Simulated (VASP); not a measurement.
# Zone-centre spectra of AlN

Wanted: which zone-centre modes of AlN show in Raman and infrared light. The cell is of the zinc-blende type, one of the forms listed for this formula. The start is a computed cell from the Materials Project.

Program: VASP 6.6.1. Level of theory: LDA; plane waves and PAW (Al, N), in the first sound run; inputs show where later runs differ. Results are calculated unless marked as measured.

### 1. The structure

Symmetry: F-43m, No. 216, cubic system. The conventional cell has a = 4.368 Å, b = 4.368 Å, c = 4.368 Å, α = 90.00°, β = 90.00°, γ = 90.00°. Nearest to Al lie 4 N at 1.89 Å. N has 4 Al at 1.89 Å nearest. Farther neighbours and most contacts between anions are not listed.

### 2. Relaxation

Cell and atoms are relaxed first, so that what follows belongs to a calculated equilibrium. The thresholds are tight because second derivatives come next.

INCAR reads:

```
SYSTEM = AlN
PREC = Accurate
ENCUT = 520
EDIFF = 1E-08
NELM = 100
ISMEAR = 0
SIGMA = 0.01
LREAL = .FALSE.
ALGO = Normal
GGA = CA
NBANDS = 10
LWAVE = .FALSE.
LCHARG = .FALSE.
KPAR = 2
IBRION = 2
NSW = 60
ISIF = 3
EDIFFG = -0.001
```

POSCAR reads:

```
AlN
1.0
    0.0000000000      2.1839935596      2.1839935596
    2.1839935596      0.0000000000      2.1839935596
    2.1839935596      2.1839935596      0.0000000000
Al N
1 1
Direct
    0.0000000000      0.0000000000      0.0000000000
    0.2500000000      0.2500000000      0.2500000000
```

KPOINTS reads:

```
Automatic mesh
0
Gamma
10 10 10
0 0 0
```

Potentials, in the order of the species: Al and N (PBE family, release 64).

Run with:

```bash
mpirun -np 2 vasp_std
```

The program printed:

```text
[banner, memory and clock lines left out]
running    2 mpi-ranks, on    1 nodes
 distrk:  each k-point on    1 cores,    2 groups
 distr:  one band on    1 cores,    1 groups

 POSCAR found type information on POSCAR AlN
 POSCAR found :  2 types and       2 ions
|                                                                             |
|               ----> ADVICE to this user running VASP <----                  |
|                                                                             |
|     You enforced a specific xc type in the INCAR file but a different       |
|     [... a line on the potential file left out ...]
|     I HOPE YOU KNOW WHAT YOU ARE DOING!                                     |
|                                                                             |

 LDA part: xc-table for (Slater(with rela. corr.)+CA(PZ))
 , standard interpolation
 POSCAR, INCAR and KPOINTS ok, starting setup
 FFT: planning ... GRIDC
 FFT: planning ... GRID_SOFT
 FFT: planning ... GRID
 WAVECAR not read
 entering main loop
       N       E                     dE             d eps       ncg     rms          rms(c)
DAV:   1     0.878182170193E+01    0.87818E+01   -0.39634E+03   948   0.666E+02
DAV:   2    -0.178056180736E+02   -0.26587E+02   -0.25611E+02  1108   0.139E+02
DAV:   3    -0.187032307987E+02   -0.89761E+00   -0.89672E+00  1110   0.260E+01
DAV:   4    -0.187079470007E+02   -0.47162E-02   -0.47160E-02  1060   0.203E+00
DAV:   5    -0.187080051470E+02   -0.58146E-04   -0.58146E-04  1072   0.217E-01    0.825E+00
DAV:   6    -0.164248486433E+02    0.22832E+01   -0.12093E+01  1056   0.184E+01    0.276E+00
DAV:   7    -0.163857281605E+02    0.39120E-01   -0.12161E-01  1002   0.307E+00    0.190E+00
DAV:   8    -0.163582243739E+02    0.27504E-01   -0.31925E-02  1014   0.169E+00    0.463E-01
DAV:   9    -0.163574938452E+02    0.73053E-03   -0.19311E-03  1062   0.301E-01    0.200E-01
DAV:  10    -0.163574936704E+02    0.17476E-06   -0.10443E-04  1036   0.768E-02    0.200E-02
DAV:  11    -0.163574929931E+02    0.67732E-06   -0.16863E-06  1076   0.792E-03    0.717E-03
DAV:  12    -0.163574930025E+02   -0.93608E-08   -0.71884E-08  1032   0.252E-03
   1 F= -.16357493E+02 E0= -.16357493E+02  d E =-.163575E+02
 curvature:   0.00 expect dE= 0.000E+00 dE for cont linesearch  0.000E+00
 trial: gam= 0.00000 g(F)=  0.686E-49 g(S)=  0.729E-02 ort = 0.000E+00 (trialstep = 0.100E+01)
 search vector abs. value=  0.729E-02
 bond charge predicted
       N       E                     dE             d eps       ncg     rms          rms(c)
DAV:   1    -0.163700744856E+02   -0.12581E-01   -0.29906E-01   958   0.423E+00    0.760E-01
DAV:   2    -0.163579136478E+02    0.12161E-01   -0.65470E-02   964   0.149E+00    0.166E-01
DAV:   3    -0.163577706650E+02    0.14298E-03   -0.12278E-03   964   0.319E-01    0.603E-02
DAV:   4    -0.163576765726E+02    0.94092E-04   -0.50582E-05  1012   0.474E-02    0.284E-02
DAV:   5    -0.163576617383E+02    0.14834E-04   -0.13093E-05  1006   0.238E-02    0.130E-02
DAV:   6    -0.163576617271E+02    0.11267E-07   -0.21421E-07  1048   0.366E-03    0.351E-03
DAV:   7    -0.163576616927E+02    0.34415E-07   -0.12435E-07   980   0.201E-03    0.733E-04
DAV:   8    -0.163576616907E+02    0.19689E-08   -0.27064E-09   492   0.474E-04
   2 F= -.16357662E+02 E0= -.16357662E+02  d E =-.168688E-03
 trial-energy change:   -0.000169  1 .order   -0.000130   -0.007294    0.007034
 step:   0.5131(harm=  0.5091)  dis= 0.00000  next Energy=   -16.359370 (dE=-0.188E-02)
 bond charge predicted
       N       E                     dE             d eps       ncg     rms          rms(c)
DAV:   1    -0.163623241967E+02   -0.46625E-02   -0.70648E-02   958   0.204E+00    0.370E-01
DAV:   2    -0.163594343705E+02    0.28898E-02   -0.15952E-02   964   0.735E-01    0.787E-02
DAV:   3    -0.163594003742E+02    0.33996E-04   -0.27819E-04   964   0.152E-01    0.286E-02
DAV:   4    -0.163593773211E+02    0.23053E-04   -0.12342E-05  1016   0.233E-02    0.131E-02
DAV:   5    -0.163593737937E+02    0.35274E-05   -0.30476E-06  1012   0.113E-02    0.624E-03
DAV:   6    -0.163593737825E+02    0.11191E-07   -0.49340E-08  1034   0.177E-03    0.140E-03
DAV:   7    -0.163593737752E+02    0.72641E-08   -0.30131E-08   648   0.989E-04
   3 F= -.16359374E+02 E0= -.16359374E+02  d E =-.188077E-02
 curvature:  -0.25 expect dE=-0.188E-07 dE for cont linesearch -0.188E-07
 trial: gam=-0.00317 g(F)=  0.380E-47 g(S)=  0.739E-07 ort = 0.232E-04 (trialstep = 0.903E+00)
 search vector abs. value=  0.101E-09
 reached required accuracy - stopping structural energy minimisation
```

Wall time 3.6 s (2 MPI ranks of Intel Xeon 6975P-C (Granite Rapids), shared host); peak memory 0.24 GiB.

The logs omit lines about the potential files and the build; timing stands in the text.

OUTCAR, selected parts (step 2):

```text
ion  position               nearest neighbor table
   1  0.000  0.000  0.000-   2 1.89   2 1.89   2 1.89   2 1.89
   2  0.250  0.250  0.250-   1 1.89   1 1.89   1 1.89   1 1.89

  LATTYP: Found a face centered cubic cell.
 ALAT       =     4.3679871192

 Subroutine GETGRP returns: Found 24 space group operations
 (whereof 24 operations were pure point group operations)

The static configuration has the point symmetry T_d .

 Found     47 irreducible k-points:

   k-points           NKPTS =     47   k-points in BZ     NKDIM =     47   number of bands    NBANDS=     10

   dimension x,y,z NGX =    24 NGY =   24 NGZ =   24
   dimension x,y,z NGXF=    48 NGYF=   48 NGZF=   48

   ENCUT  =  520.0 eV  38.22 Ry    6.18 a.u.   5.74  5.74  5.74*2*pi/ulx,y,z

   NELECT =       8.0000    total number of electrons

 k-points in reciprocal lattice and weights: Automatic mesh
   0.00000000  0.00000000  0.00000000       0.001
   0.10000000  0.00000000  0.00000000       0.008
   0.20000000  0.00000000  0.00000000       0.008
   0.30000000  0.00000000  0.00000000       0.008
   0.40000000  0.00000000  0.00000000       0.008
   0.50000000  0.00000000  0.00000000       0.004
   0.10000000  0.10000000  0.00000000       0.006
   0.20000000  0.10000000  0.00000000       0.024
   0.30000000  0.10000000  0.00000000       0.024
[...]
-0.30000000  0.40000000  0.20000000       0.024
  -0.30000000  0.50000000  0.20000000       0.012

 average (electrostatic) potential at core
       1 -70.9717       2 -59.7805

 E-fermi :   5.8781

 k-point     1 :       0.0000    0.0000    0.0000
  band No.  band energies     occupation
      1      -9.0802      2.00000
      2       5.8166      2.00000
      3       5.8166      2.00000
      4       5.8166      2.00000
      5      10.1532      0.00000
      6      18.2872      0.00000
      7      18.2872      0.00000
      8      18.2872      0.00000
      9      23.4927      0.00000
    ...

 k-point     2 :       0.1000    0.0000    0.0000
  band No.  band energies     occupation
      1      -8.9285      2.00000
      2       5.0105      2.00000
      3       5.7640      2.00000
      4       5.7640      2.00000
      5      10.7930      0.00000
      6      17.9021      0.00000
      7      18.4218      0.00000
      8      18.4218      0.00000
      9      22.2116      0.00000
    ...

 k-point     3 :       0.2000    0.0000    0.0000
  band No.  band energies     occupation
      1      -8.4954      2.00000
      2       3.3931      2.00000
      3       5.6330      2.00000
      4       5.6330      2.00000
      5      11.8839      0.00000
      6      17.1133      0.00000
      7      18.3540      0.00000
      8      18.3540      0.00000
      9      21.6688      0.00000
    ...

  Total       -0.0010107     -0.0010107     -0.0010107     -0.0000000     -0.0000000     -0.0000000
  in kB       -0.0786456     -0.0786456     -0.0786456     -0.0000000     -0.0000000     -0.0000000
  external PRESSURE =      -0.0786456 kB  Pullay stress =       0.0000000 kB

  energy-cutoff  :      520.00
  volume of cell :       20.59
      direct lattice vectors                 reciprocal lattice vectors
    -0.000000000  2.175411398  2.175411398    -0.229841583  0.229841583  0.229841583
     2.175411398  0.000000000  2.175411398     0.229841583 -0.229841583  0.229841583
     2.175411398  2.175411398 -0.000000000     0.229841583  0.229841583 -0.229841583

 POSITION                                       TOTAL-FORCE (eV/Angst)
 -----------------------------------------------------------------------------------
      0.00000      0.00000      0.00000         0.000000      0.000000      0.000000
      1.08771      1.08771      1.08771        -0.000000     -0.000000     -0.000000
 -----------------------------------------------------------------------------------
    total drift:                                0.000000      0.000000      0.000000

  FREE ENERGIE OF THE ION-ELECTRON SYSTEM (eV)
  ---------------------------------------------------
  free  energy   TOTEN  =       -16.3593737752 eV

  energy  without entropy=      -16.3593737752  energy(sigma->0) =      -16.35937378

 reached required accuracy - stopping structural energy minimisation

[... 3 further parts left out ...]
```

The PAW data sets were made with PBE, though LDA sets exist; this is a small mismatch. The run keeps the 24 symmetry operations of its start, so it cannot find a distortion of lower symmetry.

Relaxation path:

```tsv
step	energy less that of the first step (eV)	largest force (eV/Å)	pressure (GPa)	volume (Å³)
1	0.0000	0.0000	-2.44	20.83
2	-0.0002	0.0000	2.41	20.36
3	-0.0019	0.0000	-0.01	20.59
```

```tsv
conventional cell, symmetrised	before	after	change
a (Å)	4.368	4.351	-0.4 %
b (Å)	4.368	4.351	-0.4 %
c (Å)	4.368	4.351	-0.4 %
volume (Å³/atom)	10.42	10.29	-1.2 %
```

Final coordinates:

```xyz
2
Lattice="0.0000 2.1754 2.1754 2.1754 0.0000 2.1754 2.1754 2.1754 0.0000" Properties=species:S:1:pos:R:3 pbc="T T T"
Al    0.0000    0.0000    0.0000
N     1.0877    1.0877    1.0877
```

Numbers from this step:

* free energy (TOTEN): -16.36 eV
* Fermi energy: 5.878 eV
* pressure: -0.007865 GPa

The forces stay under 1e-4 eV/Å, and the volume now lies -1.2 % from that of the session's start.

### 3. Relaxation

The volume changed, so the plane-wave basis no longer fits the cell; a second relaxation starts from a basis rebuilt for the new cell, with the mesh that the input shows.

INCAR is that of step 2.

POSCAR reads:

```
AlN
1.0
    0.0000000000      2.1754113981      2.1754113981
    2.1754113981      0.0000000000      2.1754113981
    2.1754113981      2.1754113981      0.0000000000
Al N
1 1
Direct
    0.0000000000      0.0000000000      0.0000000000
    0.2500000000      0.2500000000      0.2500000000
```

KPOINTS is that of step 2.

Run with:

```bash
mpirun -np 2 vasp_std
```

The program printed:

```text
[banner, memory and clock lines left out]
running    2 mpi-ranks, on    1 nodes
[...]
[... a notice as in an earlier step ...]

 LDA part: xc-table for (Slater(with rela. corr.)+CA(PZ))
 , standard interpolation
 POSCAR, INCAR and KPOINTS ok, starting setup
[...]
entering main loop
       N       E                     dE             d eps       ncg     rms          rms(c)
DAV:   1     0.886811473065E+01    0.88681E+01   -0.40500E+03   964   0.670E+02
DAV:   2    -0.179489774708E+02   -0.26817E+02   -0.26113E+02  1182   0.142E+02
DAV:   3    -0.187306622874E+02   -0.78168E+00   -0.78072E+00  1118   0.237E+01
DAV:   4    -0.187348272822E+02   -0.41650E-02   -0.41647E-02  1060   0.187E+00
[...]
DAV:  12    -0.163592257641E+02   -0.12732E-07   -0.73566E-08  1034   0.252E-03    0.102E-03
DAV:  13    -0.163592257524E+02    0.11755E-07   -0.36294E-08   930   0.120E-03    0.864E-05
DAV:  14    -0.163592257532E+02   -0.82099E-09   -0.56512E-10   522   0.258E-04
   1 F= -.16359226E+02 E0= -.16359226E+02  d E =-.163592E+02
[...]
reached required accuracy - stopping structural energy minimisation
```

The job ended after 2 s (2 MPI ranks; peak memory 0.22 GiB; 3.1 s of CPU time).

From OUTCAR (step 3):

```text
  Total       -0.0003408     -0.0003408     -0.0003408      0.0000000      0.0000000     -0.0000000
  in kB       -0.0265155     -0.0265155     -0.0265155      0.0000000      0.0000000     -0.0000000
  external PRESSURE =      -0.0265155 kB  Pullay stress =       0.0000000 kB

 POSITION                                       TOTAL-FORCE (eV/Angst)
 -----------------------------------------------------------------------------------
      0.00000      0.00000      0.00000        -0.000000     -0.000000     -0.000000
      1.08771      1.08771      1.08771         0.000000      0.000000      0.000000
 -----------------------------------------------------------------------------------
    total drift:                                0.000000      0.000000      0.000000

  FREE ENERGIE OF THE ION-ELECTRON SYSTEM (eV)
  ---------------------------------------------------
  free  energy   TOTEN  =       -16.3592257532 eV

  energy  without entropy=      -16.3592257532  energy(sigma->0) =      -16.35922575

[... 2 parts as in an earlier step ...]

[... 2 further parts left out ...]
[key lines of the parts left out:]
E-fermi :   5.8781
```

Little changed from the start: no atom moved by 0.005 Å and no cell edge by 0.1 %.

This step gave:

* pressure: -0.002652 GPa

The forces stay under 1e-4 eV/Å, and the volume now lies -1.2 % from that of the session's start.

(Part 1 of 3 ends here.)

[Lines on the potential files, build, host, timing and source positions are cut from VASP's logs without a mark.]

[Logs are printed without paths, hosts, clocks, repeated set-up lines and the standing remarks that a program may print on its own settings, such as how far it seeks lower states.]

[Hosts, paths, dates, database ids (printed as entryN), source tags and the programs' standing remarks are cut or masked in the printed files.]
